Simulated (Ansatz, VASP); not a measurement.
# Cross-check of AlFe between VASP and Ansatz, part 2 of 2

Aim: how closely do two programs agree when they are given the same cell, functional and k mesh? The cell is taken from a series of VASP runs on this material, whose earlier steps may have relaxed, scaled or displaced it; both programs get it as it stands.

VASP 6.6.1 and Ansatz 0.2.0.

So far: Starting point; VASP: relaxation of cell and atoms, PBEsol.

## 3. Ansatz: relaxation of cell and atoms, PBEsol

Level of this step: Ansatz beside VASP: Kohn-Sham DFT, plane waves, PBEsol (Ansatz).

Ansatz runs on its default PAW (the set named soft_2) files.

The same cell, functional, mesh and smearing now go to Ansatz, which takes its cutoff from its data sets.

input.yaml

```yaml
crystal:
  lattice:
    - [2.8459696799, 0.0, 0.0]
    - [0.0, 2.8459696799, 0.0]
    - [0.0, 0.0, 2.8459696799]
  atoms:
    - { symbol: Fe, position: [0.5, 0.5, 0.5], spin: 3.0 }
    - { symbol: Al, position: [0.0, 0.0, 0.0] }
hamiltonian:
  xc: pbesol
  pseudopotentials: { kind: paw }
magnetization:
  spin_polarized: true
kpoints:
  mp_grid: { grid: [16, 16, 16] }
scf:
  occupations: { method: methfessel_paxton, width: 0.15 }
relax:
  f_tol: 0.01
  max_steps: 60
  cell: { stress_tol: 0.05 }
output:
  forces: true
  stress: true
```

On the command line:

```
$ ansatz run input.yaml --threads 4 --pin off --max-ram 9216MiB --backend cpu --events-out ev --progress --plain --runs-dir out
```

Numbers of over 12 decimals in the logs are rounded to 6 here.

The program printed:

```text
Engine: ansatz 0.2.0, aarch64-unknown-linux-gnu
Pseudopotentials: kind: paw
Pseudopotential: Fe, paw, valence charge 16, recommended cutoff 420 eV (normal), Fe.paw.azcp
Pseudopotential: Al, paw, valence charge 3, recommended cutoff 420 eV (normal), Al.paw.azcp
Functional definition: PBEsol
  exchange = pbesol_x
  correlation = pbesol_c
Crystal: 2 atoms, lattice volume = 23.051 Å³
Basis set: ecut = 420 eV, 461 PW (Γ), exchange–correlation on 40×40×40 points (8 copies of the dense FFT grid, shifted against one another)
Bands: 15, of which v1, the nominal top of the filled ones, is band 10 counted from 1 (9 counted from 0)
Symmetry: 48 space group operations
Space group: Pm-3m (ITA 221), of the structure as read, at distance tolerance 2.8e-5 Å
Magnetic group: BNS 221.92 (UNI 1594), of the structure as read, at distance tolerance 2.8e-5 Å
k-points: 165 of 4096
Non-local potential: Fe, projectors of the file, l = 0: 3, l = 1: 2, l = 2: 3, l = 3: 1
Non-local potential: Al, projectors of the file, l = 0: 2, l = 1: 2, l = 2: 1
PAW form: soft (Blöchl's): semilocal exchange-correlation on the pseudo side does not see the compensation charge
PAW frozen core: Fe, regenerated for the run's functional, and the local potential with it (the file was generated under x = pbe(κ = 0.804, μ = 0.219515), c = pbe(β = 0.066725))
PAW frozen core: Al, regenerated for the run's functional, and the local potential with it (the file was generated under x = pbe(κ = 0.804, μ = 0.219515), c = pbe(β = 0.066725))
PAW one-centre angular grid: Fe, 590 points (default); XC on 64 Gauss nodes
PAW one-centre angular grid: Al, 110 points (default); XC on 64 Gauss nodes
Initial density: superposition of atomic densities (chi_scale 0.1, normalization cell)
Starting moments: Σ|m| = 3 μB on 1 of 2 sites
Initial wavefunctions: pseudopotential atomic-orbital guess
Functional: x = pbesol(κ = 0.804, μ = 0.123457), c = pbesol(β = 0.046)
SCF iter   1: F=—  HF=-4973.222758 eV  |F-HF|=—  |Δ(HF+E_count)|=         —  Δρ=7.75e-2 (↑7.75e-2 ↓3.30e-2)  dr2=1.70e0  dr2_m=1.89e-1  M=2.298 μB ∫|m|=2.544 μB  β_m=0.30  ethr=3.10e-3  ⟨swp⟩=4.1  Hψ=22144  notcnv=0
Mixer restart at iter 1: flushing history
preconditioner: auto → none  [metal: Δε(μ)=0.004 eV  Ē_g=9.460 eV  σ=0.150 eV  W_gap=0.01  n_scr=6 (ndim 8)  ℏωp=25.7 eV  f_vac=0.000  D(μ)=2.51/eV (n_scr^D=32)  sad-step TF]
SCF iter   2: F=—  HF=-4972.655836 eV  |F-HF|=—  |Δ(HF+E_count)|=   5.67e-1  Δρ=3.10e-2 (↑3.10e-2 ↓2.24e-2)  dr2=1.58e-1  dr2_m=1.17e-1  M=2.214 μB ∫|m|=2.478 μB  β_m=0.36  ethr=3.10e-3  ⟨swp⟩=2.7  Hψ=11264  notcnv=0  defer=232
SCF iter   3: F=—  HF=-4973.932578 eV  |F-HF|=—  |Δ(HF+E_count)|=         —  Δρ=1.66e-1 (↑1.66e-1 ↓1.08e-1)  dr2=6.45e-1  dr2_m=3.89e0  M=0.891 μB ∫|m|=1.024 μB  β_m=1.00  ethr=8.29e-4  ⟨swp⟩=2.0  Hψ=6661  notcnv=0  defer=236
Mixer restart at iter 3: flushing history
SCF iter   4: F=—  HF=-4975.697362 eV  |F-HF|=—  |Δ(HF+E_count)|=    1.76e0  Δρ=1.45e-1 (↑1.40e-1 ↓1.45e-1)  dr2=1.48e1  dr2_m=1.03e-2  M=0.802 μB ∫|m|=0.952 μB  β_m=0.36  ethr=2.63e-4  ⟨swp⟩=3.8  Hψ=14352  notcnv=0  defer=283
SCF iter   5: F=—  HF=-4975.773583 eV  |F-HF|=—  |Δ(HF+E_count)|=   7.62e-2  Δρ=1.27e-1 (↑1.27e-1 ↓7.86e-2)  dr2=7.02e0  dr2_m=1.31e-1  M=0.665 μB ∫|m|=0.748 μB  β_m=0.29  ethr=2.63e-4  ⟨swp⟩=4.0  Hψ=17943  notcnv=0  defer=309
SCF iter   6: F=—  HF=-4974.054915 eV  |F-HF|=—  |Δ(HF+E_count)|=    1.72e0  Δρ=1.24e-2 (↑1.19e-2 ↓1.24e-2)  dr2=1.18e-2  dr2_m=2.79e-2  M=0.726 μB ∫|m|=0.831 μB  β_m=0.64  ethr=2.63e-4  ⟨swp⟩=3.3  Hψ=14090  notcnv=0  defer=354
SCF iter   7: F=—  HF=-4974.119513 eV  |F-HF|=—  |Δ(HF+E_count)|=   6.46e-2  Δρ=1.22e-2 (↑7.90e-3 ↓1.22e-2)  dr2=4.91e-2  dr2_m=2.46e-3  M=0.691 μB ∫|m|=0.784 μB  β_m=0.53  ethr=6.23e-5  ⟨swp⟩=2.0  Hψ=12092  notcnv=0  defer=338
SCF iter   8: F=—  HF=-4974.107224 eV  |F-HF|=—  |Δ(HF+E_count)|=   1.23e-2  Δρ=3.86e-3 (↑2.68e-3 ↓3.86e-3)  dr2=2.47e-3  dr2_m=7.79e-4  M=0.687 μB ∫|m|=0.776 μB  β_m=0.76  ethr=6.23e-5  ⟨swp⟩=2.0  Hψ=9136  notcnv=0  defer=338
SCF iter   9: F=—  HF=-4974.105017 eV  |F-HF|=—  |Δ(HF+E_count)|=   2.21e-3  Δρ=5.63e-4 (↑5.63e-4 ↓5.51e-4)  dr2=1.11e-6  dr2_m=6.41e-5  M=0.683 μB ∫|m|=0.770 μB  β_m=0.86  ethr=1.30e-5  ⟨swp⟩=2.0  Hψ=8685  notcnv=0  defer=337
SCF iter  10: F=—  HF=-4974.105006 eV  |F-HF|=—  |Δ(HF+E_count)|=   1.13e-5  Δρ=2.49e-4 (↑1.67e-4 ↓2.49e-4)  dr2=3.61e-5  dr2_m=4.92e-7  M=0.682 μB ∫|m|=0.767 μB  β_m=0.88  ethr=5.84e-9  ⟨swp⟩=2.6  Hψ=8873  notcnv=0  defer=337
SCF iter  11: F=—  HF=-4974.093230 eV  |F-HF|=—  |Δ(HF+E_count)|=         —  Δρ=1.73e-4 (↑1.13e-4 ↓1.73e-4)  dr2=5.06e-6  dr2_m=3.07e-7  M=0.682 μB ∫|m|=0.768 μB  β_m=0.88  ethr=5.84e-9  ⟨swp⟩=2.2  Hψ=8243  notcnv=0  defer=337
Mixer restart at iter 11: flushing history
iteration 11: the input's own smearing fills from here on; a Gaussian of 0.15 eV has filled iterations ahead of it
SCF iter  12: F=—  HF=-4974.093240 eV  |F-HF|=—  |Δ(HF+E_count)|=   1.01e-5  S|Δr|=    0.00e0  Δρ=3.27e-4 (↑3.27e-4 ↓3.23e-4)  dr2=7.97e-5  dr2_m=8.08e-8  M=0.682 μB ∫|m|=0.768 μB  β_m=0.88  ethr=5.84e-9  ⟨swp⟩=2.5  Hψ=8218  notcnv=0  defer=337
SCF iter  13: F=—  HF=-4974.093233 eV  |F-HF|=—  |Δ(HF+E_count)|=   7.27e-6  S|Δr|=    0.00e0  Δρ=2.15e-4 (↑1.67e-4 ↓2.15e-4)  dr2=2.76e-5  dr2_m=1.27e-7  M=0.682 μB ∫|m|=0.769 μB  β_m=0.63  ethr=5.84e-9  ⟨swp⟩=3.0  Hψ=8726  notcnv=0  defer=337
SCF iter  14: F=—  HF=-4974.093229 eV  |F-HF|=—  |Δ(HF+E_count)|=   3.21e-6  S|Δr|=    0.00e0  Δρ=8.79e-5 (↑6.22e-5 ↓8.79e-5)  dr2=4.24e-6  dr2_m=3.67e-8  M=0.682 μB ∫|m|=0.769 μB  β_m=0.81  ethr=5.84e-9  ⟨swp⟩=2.5  Hψ=7873  notcnv=0  defer=337
SCF iter  15: F=—  HF=-4974.093229 eV  |F-HF|=—  |Δ(HF+E_count)|=   5.60e-7  S|Δr|=    0.00e0  Δρ=1.53e-5 (↑9.57e-6 ↓1.53e-5)  dr2=1.22e-7  dr2_m=1.84e-9  M=0.682 μB ∫|m|=0.769 μB  β_m=0.81  ethr=5.84e-9  ⟨swp⟩=2.1  Hψ=5947  notcnv=0  defer=337
SCF iter  16: F=-4974.093229 eV  HF=-4974.093229 eV  |F-HF|=1.48e-9  |Δ(HF+E_count)|=   1.53e-8  S|Δr|=    0.00e0  Δρ=1.68e-6 (↑1.08e-6 ↓1.68e-6)  dr2=1.46e-9  dr2_m=2.52e-11  M=0.682 μB ∫|m|=0.769 μB  ethr=5.26e-10  ⟨swp⟩=3.0  Hψ=12514  notcnv=0
SCF 1 converged in 16 iterations: F = -4974.093229 eV  dr2 = 1.46e-9
  greatest PAW one-centre occupation: 1.001 electrons in one spin orbital (limit 2), on the Fe atom at site 0 (counted from 0), in its partial waves of l = 1
relax step   1: F+E_penalty+E_count = -4974.09322885 eV  Δ(F+E_penalty+E_count) = +0.000e0 eV  max|allowed force component| = 1.924e-29 eV/Å  Δτ_max = 0.0000 Å  P = -0.200 GPa  Ω = 23.051 Å³  (16 SCF iters, dr2 threshold 1.00e-7 eV, accepted)
[...]
relax step   2: F+E_penalty+E_count = -4974.09324874 eV  Δ(F+E_penalty+E_count) = -1.989e-5 eV  max|allowed force component| = 6.262e-30 eV/Å  Δτ_max = 0.0000 Å  P = -0.079 GPa  Ω = 23.036 Å³  energy of the carried Pulay correction = +7.119e-6 eV  (5 SCF iters, dr2 threshold 1.00e-7 eV, accepted)
[...]
relax step   3: F+E_penalty+E_count = -4974.09325565 eV  Δ(F+E_penalty+E_count) = -6.906e-6 eV  max|allowed force component| = 5.062e-29 eV/Å  Δτ_max = 0.0000 Å  P = -0.000 GPa  Ω = 23.027 Å³  energy of the carried Pulay correction = +1.170e-5 eV  (5 SCF iters, dr2 threshold 1.54e-8 eV, accepted)
[...]
relax step   4: F+E_penalty+E_count = -4974.09324101 eV  Δ(F+E_penalty+E_count) = +1.464e-5 eV  max|allowed force component| = 1.249e-29 eV/Å  Δτ_max = 0.0000 Å  P = -0.001 GPa  Ω = 23.027 Å³  stress off target by 1.08e-3 GPa  SCF on the basis re-selected at this cell (its energy is not comparable with the rows above)  (6 SCF iters)
basis re-selected at this cell: Δ(F+E_penalty+E_count) = +1.464e-5 eV, ΔP = -0.001 GPa vs the last step (what re-selecting the basis moved, of the pressure what is left beyond the Pulay correction that the steps carried, after the strain that the cell walked since its last selection, with what the two solves' SCF thresholds leave and, on support functions, any second-order correction that the steps lacked; it is no m [...]
SCF converged after 6 iterations
Stability not checked: this state was not tested for a lower state beside it, because cold or Methfessel-Paxton smearing, or corrected tetrahedra, fill the levels in a way that the test cannot read (fill_not_monotonic; see scf.lower_state_search)
Magnetization: 0.6818 μB (9.8409 up, 9.1591 down)
Absolute magnetization: 0.7679 μB (∫|ρ↑−ρ↓|, with the PAW one-centre terms)
Spin contamination: 0.0065 ħ² per cell (⟨S²⟩ above its minimum at these occupations)
Per-site moments (μB) at R_I (Å): [(0.704758, 1.016327), (-0.023432, 1.016327)]
Free energy (F): -4974.093241 eV
Harris-Foulkes:  -4974.093241 eV  (|F-HF|=1.82e-12)
Internal energy: -4974.094048 eV  (E = F + TS)
E sigma→0 (E₀):  -4974.093443 eV
Entropy (-TS):   0.000807 eV (0.403 meV/atom)
Fermi energy:    14.450892 eV
Step filling:    the computed levels leave a gap of 0.0008 eV = 0.0 smearing widths at the electron count; against every level under it full and every level over it empty, smearing changes F+E_penalty+E_count by -0.616 meV and its σ→0 estimate by -0.818 meV
--- Per-component energies (eV) ---
  E_band       = -239.328520
  E_kinetic    = 383.816750
  E_local      = -2712.989507  (includes V_loc(G=0)·N_el)
  E_nonlocal   = 227.775314
  E_hartree    = 1173.927800
  E_xc         = -159.500581
  E_vxc        = -184.465309  (∫ρ·V_xc dr)
  E_paw        = -1789.690774  (= ΣΔE_a)
  E_vpaw       = -301.322166  (= ΣTr[D̂ρ^β])
  E_aug_tail   = 0.000668  (compensation charges beyond the density's cutoff)
  E_ewald      = -2097.632058
  E_core_change = 0.198341  (= ΣΔE_core)
  E_smearing   = 0.000807  (= −TS)
  E_closure    = 0.000000  (closes the sum)
  Σ components = -4974.093241   (vs F -4974.093241, Δ=0.00e0)
--- Forces (eV/Å), atoms counted from 1 ---
  atom   1  Fe     0.00000000    -0.00000000     0.00000000
  atom   2  Al     0.00000000    -0.00000000     0.00000000
  max |Σ_I F_I| component: 2.55e-29 eV/Å
--- Stress (GPa, compression-positive) ---
       -0.001076      -0.000000      -0.000000
       -0.000000      -0.001076      -0.000000
       -0.000000      -0.000000      -0.001076
  P = ⅓ Tr σ = -0.0011 GPa (-0.011 kbar)
--- Relaxed structure (3 steps of the walk, 3 accepted, 1 SCFs on fresh bases) ---
  F+E_penalty+E_count = -4974.09324101 eV   max|allowed force component| = 1.249e-29 eV/Å   (the final SCF, on the basis selected at the relaxed cell)
  cell:  # Å, volume = 23.0269 Å³
    - [2.844977, 0, 0]
    - [0, 2.844977, 0]
    - [0, 0, 2.844977]
  atoms:
    - { symbol: Fe, position: [0.500000, 0.500000, 0.500000] }
    - { symbol: Al, position: [0, 0, 0] }
```

The job ended after 6.5 s (4 threads of Arm Neoverse V2, shared host; peak memory 0.4 GiB; 21 s of CPU time).

## 4. Side by side

Known differences besides the potentials themselves: both relaxations stop at a tolerance, which leaves soft axes loose, and VASP keeps its plane-wave basis; the data sets hold 19 valence electrons in Ansatz (default PAW (the set named soft_2) files) and 11 in VASP; the cutoff is 420 eV in Ansatz and 450 eV in VASP; Ansatz makes its cores anew for this functional, VASP keeps those of its PBE data sets; VASP leaves aspherical gradient terms in its spheres out (LASPH is not set), Ansatz keeps them; Ansatz adds a Pulay correction to the stress that steers its cell, VASP none; site moments are counted in spheres of each program's own size. Total energies have different zeros and are not compared.

Compared:

| quantity | Ansatz | VASP | difference |
| --- | --- | --- | --- |
| volume (Å³) | 23.03 | 23.05 | -0.10 % |
| edge a after relaxation, in the typed setting (Å) | 2.845 | 2.846 | -0.04 % |
| total moment (μB) | 0.68 | 0.68 | 0.00 |
| moment on Fe1 (μB) | 0.70 | 0.71 | -0.01 |

The walks stopped with 0.00 GPa left in Ansatz and -0.03 GPa in VASP; each walk ends within a tolerance, so the volume difference is uncertain by about these residues over the bulk modulus, most in soft cells.

## 5. Outcome

```
difference in volume (relaxation of cell and atoms, PBEsol) : -0.10 %
```

The difference in volume is -0.10 % (relaxation of cell and atoms, PBEsol), within the 1.2 % picked in this series as the mark of a large difference, as far as the stopping tolerances let one tell. 1 further run of this series is not shown here. How closely two codes agree says nothing of how well the functional describes the real material.

[Lines on the potential files, build, host, timing and source positions are cut from VASP's logs without a mark.]

[Logs are printed without paths, hosts, clocks, repeated set-up lines and the standing remarks that a program may print on its own settings, such as how far it seeks lower states.]

[Hosts, paths, dates, database ids (printed as entryN), source tags and the programs' standing remarks are cut or masked in the printed files.]
